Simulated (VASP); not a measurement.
# GaAs: relaxation of cell and atoms with r2SCAN

Crystal: GaAs.

```
Ga As
1.0
     0.00000    2.83320    2.83320
     2.83320    0.00000    2.83320
     2.83320    2.83320    0.00000
Ga As
1 1
Direct
  0.00000 0.00000 0.00000
  0.25000 0.25000 0.25000
```

The cell isn't the ideal one: cell and atoms relaxed tightly for response.

```
Program                : VASP 6.6.1
Task                   : relaxation of cell and atoms
Functional             : r2SCAN
Potentials or basis    : VASP PAW PBE potentials, release 64 (Ga_d, As)
Cutoff                 : 600 eV
k mesh                 : 8 × 8 × 8
Occupations            : gaussian, width 0.01 eV
Spin                   : no spin polarisation
Dipole correction      : no
Further INCAR settings : ALGO = Normal; EDIFF = 1e-06; IBRION = 2; EDIFFG = -0.001; NSW = 80; ISIF = 3
```

| Quantity | Value |
| --- | --- |
| Relaxed volume | 22.76 Å³/atom |
| Relaxed cell | a = 4.008 Å, b = 4.008 Å, c = 4.008 Å, α = 60.00°, β = 60.00°, γ = 60.00° |
| Space group after relaxing (to 0.05 Å) | F-43m (No. 216) |
| Energy gained by relaxing | 0.0 meV/atom |
| Ionic steps | 8 |
| Pressure after relaxing | 0.0 GPa |
| Band gap on the k mesh | 0.93 eV, direct |

Final structure:
```
Ga As
1.0
     0.00000    2.83404    2.83404
     2.83404    0.00000    2.83404
     2.83404    2.83404    0.00000
Ga As
1 1
Direct
  0.00000 0.00000 0.00000
  0.25000 0.25000 0.25000
```

Levels at points of the mesh, in eV from the valence-band top:
```csv
k point,band 5,band 6,band 7,band 8,band 9,band 10,band 11,band 12,band 13
"(0.00, 0.00, 0.00)",-15.14,-13.15,0.00,0.00,0.00,0.93,4.04,4.04,4.04
"(0.50, 0.00, 0.00)",-15.13,-11.33,-6.77,-1.17,-1.17,1.34,4.98,4.98,8.28
"(0.50, 0.50, 0.00)",-15.12,-10.56,-6.96,-2.75,-2.75,1.77,1.95,10.80,10.80
```

Wall time 3.1 min on 1 thread of Intel(R) Xeon(R) Platinum 8559C (Emerald Rapids) (shared host), peak memory 0.21 GiB.

Caveat: the PAW data sets were made with another functional, which shifts forces and pressure a little. A k mesh can miss the band edges.
